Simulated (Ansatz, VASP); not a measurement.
# Cross-check of RbYbF3 between VASP and Ansatz, part 2 of 2

One calculation is typed for both programs; each brings its own data sets. How far apart do they land? The cell is taken from a series of runs on this material, whose earlier steps may have relaxed, scaled, displaced or heated it; both programs get it as it stands.

VASP 6.6.1 and Ansatz 0.2.0.

So far: The starting structure; Ansatz: zone-centre phonons, PBEsol, DFT+U.

### 3. VASP: zone-centre phonons, PBEsol, DFT+U

Level of this step: PBEsol, DFT+U (Yb f 6 eV), no spin polarisation; plane waves and PAW (Rb_sv, Yb, F) (VASP).

The same cell, functional and mesh now go to VASP, with its own data sets.

Lines of VASP's logs that name or quote its potential files are left out, and so is its time.

File INCAR:

```
SYSTEM = RbYbF3
PREC = Accurate
ENCUT = 600
EDIFF = 1E-08
NELM = 200
ISMEAR = 0
SIGMA = 0.01
LREAL = .FALSE.
ALGO = Normal
GGA = PS
NBANDS = 33
LDAU = .TRUE.
LDAUTYPE = 2
LDAUL = -1 3 -1
LDAUU = 0 6 0
LDAUJ = 0 0 0
LDAUPRINT = 1
LASPH = .TRUE.
LMAXMIX = 6
LORBIT = 11
LWAVE = .FALSE.
LCHARG = .FALSE.
ISIF = 2
IBRION = 6
NFREE = 2
POTIM = 0.015
NSW = 1
GGA_COMPAT = .FALSE.
EFERMI = MIDGAP
KPAR = 2
```

File POSCAR:

```
RbYbF3
1.0
    4.5416503417      0.0000000000      0.0000000000
    0.0000000000      4.5416503417      0.0000000000
    0.0000000000      0.0000000000      4.5416503417
Rb Yb F
1 1 3
Direct
    0.0000000000      0.0000000000      0.0000000000
    0.5000000000      0.5000000000      0.5000000000
    0.0000000000      0.5000000000      0.5000000000
    0.5000000000      0.0000000000      0.5000000000
    0.5000000000      0.5000000000      0.0000000000
```

File KPOINTS:

```
Automatic mesh
0
Gamma
8 8 8
0 0 0
```

The projector-augmented-wave data sets are Rb_sv, Yb and F (PBE family, release 64).

Started as:

```sh
> mpirun -np 2 vasp_std
```

Numbers of over 12 decimals in the logs are rounded to 6 here.

The program printed:

```text
[banner, memory and clock lines left out]
running    2 mpi-ranks, on    1 nodes
 distrk:  each k-point on    1 cores,    2 groups
 distr:  one band on    1 cores,    1 groups

 POSCAR found type information on POSCAR RbYbF
 POSCAR found :  3 types and       5 ions
|                                                                             |
|               ----> ADVICE to this user running VASP <----                  |
|                                                                             |
|     You enforced a specific xc type in the INCAR file but a different       |
|     [... a line on the potential file left out ...]
|     I HOPE YOU KNOW WHAT YOU ARE DOING!                                     |
|                                                                             |

 LDA part: xc-table for (Slater+PW92), standard interpolation
 POSCAR, INCAR and KPOINTS ok, starting setup
 FFT: planning ... GRIDC
 FFT: planning ... GRID_SOFT
 FFT: planning ... GRID
 WAVECAR not read
 entering main loop
       N       E                     dE             d eps       ncg     rms          rms(c)
DAV:   1     0.613585038457E+03    0.61359E+03   -0.25388E+04  3427   0.113E+04
DAV:   2     0.709650612007E+02   -0.54262E+03   -0.52266E+03  3495   0.134E+03
DAV:   3    -0.203496878619E+02   -0.91315E+02   -0.90377E+02  3393   0.275E+02
DAV:   4    -0.283746104373E+02   -0.80249E+01   -0.79834E+01  4293   0.662E+01
DAV:   5    -0.296743998888E+02   -0.12998E+01   -0.12982E+01  4123   0.213E+01    0.359E+01
DAV:   6    -0.270564265922E+02    0.26180E+01   -0.16204E+01  3739   0.671E+01    0.374E+01
DAV:   7    -0.270189819646E+02    0.37445E-01   -0.14651E+00  4404   0.181E+01    0.366E+01
DAV:   8    -0.269710975852E+02    0.47884E-01   -0.13367E-01  3836   0.861E+00    0.342E+01
DAV:   9    -0.268942014162E+02    0.76896E-01   -0.29192E-01  3764   0.102E+01    0.210E+01
DAV:  10    -0.268927891112E+02    0.14123E-02   -0.33239E-02  4256   0.155E+00    0.221E+01
DAV:  11    -0.268922696706E+02    0.51944E-03   -0.27500E-03  3859   0.442E-01    0.183E+01
DAV:  12    -0.268919181766E+02    0.35149E-03   -0.45597E-04  4140   0.295E-01    0.157E+01
DAV:  13    -0.268914829366E+02    0.43524E-03   -0.77383E-03  3144   0.127E+00    0.306E+00
DAV:  14    -0.268917611200E+02   -0.27818E-03   -0.12261E-03  4226   0.318E-01    0.459E+00
[...]
DAV:  18    -0.268916080332E+02   -0.69591E-05   -0.74242E-05  3771   0.578E-02    0.281E-01
DAV:  19    -0.268916109573E+02   -0.29241E-05   -0.11152E-05  3819   0.502E-02    0.759E-01
DAV:  20    -0.268916091937E+02    0.17636E-05   -0.31823E-06  3731   0.317E-02    0.336E-01
DAV:  21    -0.268916088745E+02    0.31917E-06   -0.22702E-06  4290   0.206E-02    0.448E-02
DAV:  22    -0.268916089411E+02   -0.66550E-07   -0.36746E-07  3691   0.469E-03    0.108E-02
DAV:  23    -0.268916089773E+02   -0.36263E-07   -0.30198E-08  2564   0.286E-03    0.151E-02
DAV:  24    -0.268916089558E+02    0.21535E-07   -0.60388E-09  1890   0.163E-03    0.522E-03
DAV:  25    -0.268916089470E+02    0.88294E-08   -0.73507E-09  1835   0.133E-03
   1 F= -.26891609E+02 E0= -.26891609E+02  d E =0.000000E+00
[... from here on, the cycles between the ionic steps are left out ...]
   2 F= -.26891559E+02 E0= -.26891559E+02  d E =0.000000E+00
   3 F= -.26891559E+02 E0= -.26891559E+02  d E =0.000000E+00
   4 F= -.26890918E+02 E0= -.26890918E+02  d E =0.000000E+00
   5 F= -.26890918E+02 E0= -.26890918E+02  d E =0.000000E+00
   6 F= -.26890863E+02 E0= -.26890863E+02  d E =0.000000E+00
   7 F= -.26890863E+02 E0= -.26890863E+02  d E =0.000000E+00
   8 F= -.26891551E+02 E0= -.26891551E+02  d E =0.000000E+00
 Finite differences progress:
  Degree of freedom:   4/  4
  Displacement:        1/  2
  Total:               7/  8
 bond charge predicted
       N       E                     dE             d eps       ncg     rms          rms(c)
DAV:   1    -0.268806635456E+02    0.10887E-01   -0.42727E+00  8251   0.102E+01    0.261E-01
DAV:   2    -0.268918090677E+02   -0.11146E-01   -0.11447E-01 12805   0.310E+00    0.117E-01
DAV:   3    -0.268916798666E+02    0.12920E-03   -0.11834E-03 13440   0.212E-01    0.112E-01
DAV:   4    -0.268915756135E+02    0.10425E-03   -0.20574E-04 12255   0.109E-01    0.491E-02
DAV:   5    -0.268915452868E+02    0.30327E-04   -0.13938E-04 11168   0.978E-02    0.191E-02
DAV:   6    -0.268915504526E+02   -0.51658E-05   -0.35697E-05 10603   0.375E-02    0.137E-02
DAV:   7    -0.268915509873E+02   -0.53463E-06   -0.45036E-06 13322   0.157E-02    0.135E-02
DAV:   8    -0.268915509605E+02    0.26797E-07   -0.56247E-07 12803   0.706E-03    0.119E-02
DAV:   9    -0.268915509777E+02   -0.17282E-07   -0.17831E-07 11931   0.344E-03    0.492E-03
DAV:  10    -0.268915509941E+02   -0.16358E-07   -0.23741E-08  9419   0.122E-03    0.121E-03
DAV:  11    -0.268915509919E+02    0.21555E-08   -0.22945E-09  6382   0.957E-04
   9 F= -.26891551E+02 E0= -.26891551E+02  d E =0.000000E+00
 Finite differences progress:
  Degree of freedom:   4/  4
  Displacement:        2/  2
  Total:               8/  8
```

Parts of OUTCAR (step 3):

```text
ion  position               nearest neighbor table
   1  0.000  0.000  0.000-   3 3.21   4 3.21   5 3.21   3 3.21   4 3.21   3 3.21   5 3.21   3 3.21
                             4 3.21   5 3.21   4 3.21   5 3.21   2 3.93   2 3.93   2 3.93   2 3.93
   2  0.500  0.500  0.500-   3 2.27   4 2.27   5 2.27   5 2.27   4 2.27   3 2.27   1 3.93   1 3.93
                             1 3.93   1 3.93   1 3.93   1 3.93   1 3.93   1 3.93
   3  0.000  0.500  0.500-   2 2.27   2 2.27   1 3.21   1 3.21   1 3.21   1 3.21
   4  0.500  0.000  0.500-   2 2.27   2 2.27   1 3.21   1 3.21   1 3.21   1 3.21
   5  0.500  0.500  0.000-   2 2.27   2 2.27   1 3.21   1 3.21   1 3.21   1 3.21

  LATTYP: Found a simple cubic cell.
 ALAT       =     4.5416503417

 Subroutine GETGRP returns: Found 48 space group operations
 (whereof 48 operations were pure point group operations)

The static configuration has the point symmetry O_h .

 Found     35 irreducible k-points:

   k-points           NKPTS =     35   k-points in BZ     NKDIM =     35   number of bands    NBANDS=     33

   dimension x,y,z NGX =    36 NGY =   36 NGZ =   36
   dimension x,y,z NGXF=    72 NGYF=   72 NGZF=   72

   ENCUT  =  600.0 eV  44.10 Ry    6.64 a.u.   9.07  9.07  9.07*2*pi/ulx,y,z

   NELECT =      54.0000    total number of electrons

 k-points in reciprocal lattice and weights: Automatic mesh
   0.00000000  0.00000000  0.00000000       0.002
   0.12500000  0.00000000  0.00000000       0.012
   0.25000000  0.00000000  0.00000000       0.012
   0.37500000  0.00000000  0.00000000       0.012
   0.50000000  0.00000000  0.00000000       0.006
   0.12500000  0.12500000  0.00000000       0.023
   0.25000000  0.12500000  0.00000000       0.047
   0.37500000  0.12500000  0.00000000       0.047
   0.50000000  0.12500000  0.00000000       0.023
[...]
0.50000000  0.50000000  0.37500000       0.012
   0.50000000  0.50000000  0.50000000       0.002

atom =   2  type =  2  l = 3

 onsite density matrix

spin component  1

  1.0005  0.0000  0.0050 -0.0000 -0.0000  0.0000  0.0000
  0.0000  0.9872  0.0000 -0.0000  0.0000  0.0000 -0.0000
  0.0050  0.0000  0.9979  0.0000 -0.0000 -0.0000  0.0000
 -0.0000 -0.0000  0.0000  1.0043  0.0000  0.0000 -0.0000
 -0.0000  0.0000 -0.0000  0.0000  0.9979  0.0000 -0.0050
  0.0000  0.0000 -0.0000  0.0000  0.0000  0.9941  0.0000
  0.0000 -0.0000  0.0000 -0.0000 -0.0050  0.0000  1.0005

spin component  2

 occupancies and eigenvectors

  o =  0.9872  v = -0.0000  1.0000  0.0000 -0.0000  0.0000 -0.0000  0.0000  0.0000  0.0000  0.0000  0.0000  0.0000  0.0000  0.0000      0.0000  0.0000  0.0000  0.0000  0.0000  0.0000  0.0000  0.0000  0.0000  0.0000  0.0000  0.0000  0.0000  0.0000
  o =  0.9872  v =  0.0000  0.0000  0.0000  0.0000  0.0000  0.0000  0.0000 -0.0000  1.0000  0.0000 -0.0000  0.0000 -0.0000  0.0000      0.0000  0.0000  0.0000  0.0000  0.0000  0.0000  0.0000  0.0000  0.0000  0.0000  0.0000  0.0000  0.0000  0.0000
  o =  0.9941  v =  0.0000  0.0000  0.0000  0.0000  0.0000  0.0000  0.0000 -0.6125 -0.0000  0.7904  0.0000 -0.0000  0.0000 -0.0000      0.0000  0.0000  0.0000  0.0000  0.0000  0.0000  0.0000  0.0000  0.0000  0.0000  0.0000  0.0000  0.0000  0.0000
[...]
-----------------------------------------------------------------------------------
      0.00000      0.00000      0.00000         0.000000      0.005140      0.000000
      2.27083      2.27083      2.27083         0.000000     -0.003780      0.000000
      0.00000      2.25583      2.27083         0.000000      0.007486      0.000000
      2.27083      0.00000      2.27083         0.000000     -0.012086      0.000000
      2.27083      2.27083      0.00000         0.000000      0.003240      0.000000
 -----------------------------------------------------------------------------------
    total drift:                                0.000005      0.000533     -0.000000

  FREE ENERGIE OF THE ION-ELECTRON SYSTEM (eV)
  ---------------------------------------------------
  free  energy   TOTEN  =       -26.8915509919 eV

  energy  without entropy=      -26.8915509919  energy(sigma->0) =      -26.89155099

 Eigenvectors and eigenvalues of the dynamical matrix
 ----------------------------------------------------

   1 f  =    9.605146 THz    60.350913 2PiTHz  320.393190 cm-1    39.723675 meV
             X         Y         Z           dx          dy          dz
      0.000000  0.000000  0.000000    -0.020749   -0.000001    0.000000
      2.270825  2.270825  2.270825    -0.225954   -0.000006    0.000000
      0.000000  2.270825  2.270825     0.959669   -0.000003   -0.000000
      2.270825  0.000000  2.270825    -0.117368    0.000027    0.000000
      2.270825  2.270825  0.000000    -0.117368   -0.000003    0.000000

   2 f  =    9.605146 THz    60.350913 2PiTHz  320.393190 cm-1    39.723675 meV
             X         Y         Z           dx          dy          dz
      0.000000  0.000000  0.000000    -0.000000   -0.000000   -0.020749
      2.270825  2.270825  2.270825     0.000000   -0.000000   -0.225954
      0.000000  2.270825  2.270825    -0.000000   -0.000000   -0.117368
      2.270825  0.000000  2.270825     0.000000    0.000000   -0.117368
      2.270825  2.270825  0.000000     0.000000   -0.000000    0.959669

   3 f  =    9.605146 THz    60.350913 2PiTHz  320.393190 cm-1    39.723675 meV
             X         Y         Z           dx          dy          dz
      0.000000  0.000000  0.000000    -0.000001    0.020749    0.000000
      2.270825  2.270825  2.270825    -0.000006    0.225954    0.000000
      0.000000  2.270825  2.270825     0.000027    0.117368   -0.000000
      2.270825  0.000000  2.270825    -0.000003   -0.959669   -0.000000
      2.270825  2.270825  0.000000    -0.000003    0.117368    0.000000

   4 f  =    3.413597 THz    21.448265 2PiTHz  113.865353 cm-1    14.117498 meV
             X         Y         Z           dx          dy          dz
      0.000000  0.000000  0.000000     0.005079   -0.008048    0.312161
      2.270825  2.270825  2.270825    -0.009379    0.014863   -0.576462
      0.000000  2.270825  2.270825     0.000025   -0.013756    0.533534
      2.270825  0.000000  2.270825     0.008681   -0.000039    0.533534
      2.270825  2.270825  0.000000     0.008681   -0.013756    0.001524

   5 f  =    3.413597 THz    21.448265 2PiTHz  113.865353 cm-1    14.117498 meV
             X         Y         Z           dx          dy          dz
      0.000000  0.000000  0.000000    -0.259579   -0.173648   -0.000254
      2.270825  2.270825  2.270825     0.479360    0.320672    0.000469
      0.000000  2.270825  2.270825    -0.001267   -0.296792   -0.000434
      2.270825  0.000000  2.270825    -0.443663   -0.000848   -0.000434
      2.270825  2.270825  0.000000    -0.443663   -0.296792   -0.000001

   6 f  =    3.413597 THz    21.448265 2PiTHz  113.865353 cm-1    14.117498 meV
             X         Y         Z           dx          dy          dz
      0.000000  0.000000  0.000000     0.173573   -0.259454   -0.009514
      2.270825  2.270825  2.270825    -0.320535    0.479130    0.017568
      0.000000  2.270825  2.270825     0.000847   -0.443450   -0.016260
      2.270825  0.000000  2.270825     0.296666   -0.001267   -0.016260
      2.270825  2.270825  0.000000     0.296666   -0.443450   -0.000046

   7 f  =    1.933647 THz    12.149464 2PiTHz   64.499529 cm-1     7.996919 meV
             X         Y         Z           dx          dy          dz
      0.000000  0.000000  0.000000     0.000000    0.000000   -0.000000
      2.270825  2.270825  2.270825    -0.000000   -0.000000   -0.000000
      0.000000  2.270825  2.270825    -0.000000    0.693132    0.138961
      2.270825  0.000000  2.270825    -0.016036   -0.000000   -0.138961
      2.270825  2.270825  0.000000     0.016036   -0.693132   -0.000000

   8 f  =    1.933647 THz    12.149464 2PiTHz   64.499529 cm-1     7.996919 meV
             X         Y         Z           dx          dy          dz
      0.000000  0.000000  0.000000     0.000000    0.000000    0.000000
      2.270825  2.270825  2.270825    -0.000000    0.000000    0.000000
      0.000000  2.270825  2.270825    -0.000000    0.131666   -0.675488
      2.270825  0.000000  2.270825    -0.162420    0.000000    0.675488
      2.270825  2.270825  0.000000     0.162420   -0.131666    0.000000

   9 f  =    1.933647 THz    12.149464 2PiTHz   64.499529 cm-1     7.996919 meV
             X         Y         Z           dx          dy          dz
      0.000000  0.000000  0.000000     0.000000   -0.000000   -0.000000
      2.270825  2.270825  2.270825     0.000000    0.000000   -0.000000
      0.000000  2.270825  2.270825     0.000000   -0.047238    0.156224
      2.270825  0.000000  2.270825    -0.688013    0.000000   -0.156224
      2.270825  2.270825  0.000000     0.688013    0.047238    0.000000

  10 f  =    0.455771 THz     2.863694 2PiTHz   15.202886 cm-1     1.884917 meV
             X         Y         Z           dx          dy          dz
      0.000000  0.000000  0.000000    -0.001913   -0.008705   -0.680085
      2.270825  2.270825  2.270825     0.001126    0.005124    0.400264
      0.000000  2.270825  2.270825     0.000509    0.005311    0.414928
      2.270825  0.000000  2.270825     0.001167    0.002317    0.414928
      2.270825  2.270825  0.000000     0.001167    0.005311    0.181029

  11 f  =    0.455771 THz     2.863694 2PiTHz   15.202886 cm-1     1.884917 meV
             X         Y         Z           dx          dy          dz
      0.000000  0.000000  0.000000     0.609503   -0.301821    0.002149
      2.270825  2.270825  2.270825    -0.358723    0.177637   -0.001265
      0.000000  2.270825  2.270825    -0.162242    0.184145   -0.001311
      2.270825  0.000000  2.270825    -0.371865    0.080341   -0.001311
      2.270825  2.270825  0.000000    -0.371865    0.184145   -0.000572

  12 f  =    0.455771 THz     2.863694 2PiTHz   15.202886 cm-1     1.884917 meV
             X         Y         Z           dx          dy          dz
      0.000000  0.000000  0.000000     0.301823    0.609445   -0.008650
      2.270825  2.270825  2.270825    -0.177638   -0.358688    0.005091
      0.000000  2.270825  2.270825    -0.080341   -0.371830    0.005278
      2.270825  0.000000  2.270825    -0.184146   -0.162226    0.005278
      2.270825  2.270825  0.000000    -0.184146   -0.371830    0.002303

  13 f/i=    0.088832 THz     0.558146 2PiTHz    2.963105 cm-1     0.367378 meV
             X         Y         Z           dx          dy          dz
      0.000000  0.000000  0.000000     0.247506   -0.614962   -0.001472
      2.270825  2.270825  2.270825     0.252151   -0.626504   -0.001499
      0.000000  2.270825  2.270825     0.080301   -0.158270   -0.000379
      2.270825  0.000000  2.270825     0.063699   -0.199519   -0.000379
      2.270825  2.270825  0.000000     0.063699   -0.158270   -0.000477

  14 f/i=    0.088832 THz     0.558146 2PiTHz    2.963105 cm-1     0.367378 meV
             X         Y         Z           dx          dy          dz
      0.000000  0.000000  0.000000    -0.614964   -0.247504   -0.001099
      2.270825  2.270825  2.270825    -0.626505   -0.252149   -0.001119
      0.000000  2.270825  2.270825    -0.199520   -0.063699   -0.000283
      2.270825  0.000000  2.270825    -0.158270   -0.080301   -0.000283
      2.270825  2.270825  0.000000    -0.158270   -0.063699   -0.000356

  15 f/i=    0.088832 THz     0.558146 2PiTHz    2.963105 cm-1     0.367378 meV
             X         Y         Z           dx          dy          dz
      0.000000  0.000000  0.000000     0.000470    0.001775   -0.662900
      2.270825  2.270825  2.270825     0.000478    0.001809   -0.675342
      0.000000  2.270825  2.270825     0.000152    0.000457   -0.170607
      2.270825  0.000000  2.270825     0.000121    0.000576   -0.170607
      2.270825  2.270825  0.000000     0.000121    0.000457   -0.215072

 ELASTIC MODULI CONTR FROM IONIC RELAXATION (kBar)
 Direction    XX          YY          ZZ          XY          YZ          ZX
 --------------------------------------------------------------------------------
 XX           0.0000      0.0000      0.0000      0.0000      0.0000      0.0000
 YY           0.0000      0.0000      0.0000      0.0000      0.0000      0.0000
 ZZ           0.0000      0.0000      0.0000      0.0000      0.0000      0.0000
 XY           0.0000      0.0000      0.0000      0.0000      0.0000      0.0000
 YZ           0.0000      0.0000      0.0000      0.0000      0.0000      0.0000
 ZX           0.0000      0.0000      0.0000      0.0000      0.0000      0.0000
 --------------------------------------------------------------------------------

 total charge
# of ion       s       p       d       f       tot
--------------------------------------------------
    1        1.932   5.354   0.015   0.000   7.300
    2        2.083   6.109   0.305  13.950  22.447
    3        1.725   4.354   0.000   0.000   6.079
    4        1.725   4.354   0.000   0.000   6.079
    5        1.725   4.354   0.000   0.000   6.079
--------------------------------------------------
tot          9.189  24.524   0.320  13.950  47.983
```

CONTCAR:

```
RbYbF3
   1.00000000000000
     4.5416503416999996    0.0000000000000000    0.0000000000000000
     0.0000000000000000    4.5416503416999996    0.0000000000000000
     0.0000000000000000    0.0000000000000000    4.5416503416999996
  Rb              Yb              F
     1     1     3
Direct
     0.0000000000000000    0.0000000000000000    0.0000000000000000
     0.5000000000000000    0.5000000000000000    0.5000000000000000
     0.0000000000000000    0.4966972358346756    0.4999999999999999
     0.5000000000000000    0.0000000000000000    0.5000000000000000
     0.5000000000000000    0.5000000000000000    0.0000000000000000
```

This run has no spin polarisation, so a moment on Yb, if there is one, isn't seen. DFT+U on an f shell has many metastable occupations, and no search among them was made.

Levels, forces or a CONTCAR printed for this step are those of its last displaced cell, not of the structure at rest.

### 4. Differences

Known differences besides the potentials themselves: U acts on the PAW sphere in VASP and on atomic orbitals in Ansatz, so only states and trends compare; fixed occupations in Ansatz, narrow Gaussian smearing in VASP; the cutoff is 420 eV in Ansatz and 600 eV in VASP; Ansatz makes its cores anew for this functional, VASP keeps those of its PBE data sets; VASP uses finite displacements, Ansatz perturbation theory. Total energies have different zeros and are not compared.

Both answers:

| quantity | Ansatz | VASP | difference |
| --- | --- | --- | --- |
| optical mode 1 to 3 (imaginary, printed as negative) (cm⁻¹) | -21.1 | 15.2 | -36.3 |
| optical mode 4 to 6 (cm⁻¹) | 33.2 | 64.5 | -31.3 |
| optical mode 7 to 9 (cm⁻¹) | 104.8 | 113.9 | -7.97 % |
| optical mode 10 to 12 (cm⁻¹) | 361.7 | 320.4 | +12.89 % |

Modes are paired by rising frequency, not by their patterns, so a pair may set unlike modes beside each other; they are those without the splitting of longitudinal modes.

### 5. Outcome

```json
{
 "r.m.s. difference of the optical zone-centre modes, each program's sorted by frequency (zone-centre phonons, PBEsol, DFT+U)": "32 cm⁻¹",
 "difference in optical mode 10 to 12 (zone-centre phonons, PBEsol, DFT+U)": "+12.9 %"
}
```

The r.m.s. difference of the optical zone-centre modes, each program's sorted by frequency is 32 cm⁻¹ (zone-centre phonons, PBEsol, DFT+U). Among the rows given in per cent, the largest difference of the zone-centre phonons, PBEsol, DFT+U pair is in optical mode 10 to 12, +12.9 %. What causes the difference of the zone-centre phonons, PBEsol, DFT+U pair stays open here. How closely two codes agree says nothing of how well the functional describes the real material.

[Lines on the potential files, build, host, timing and source positions are cut from VASP's logs without a mark.]

[Logs are printed without paths, hosts, clocks, repeated set-up lines and the standing remarks that a program may print on its own settings, such as how far it seeks lower states.]

[Hosts, paths, dates, database ids (printed as entryN), source tags and the programs' standing remarks are cut or masked in the printed files.]
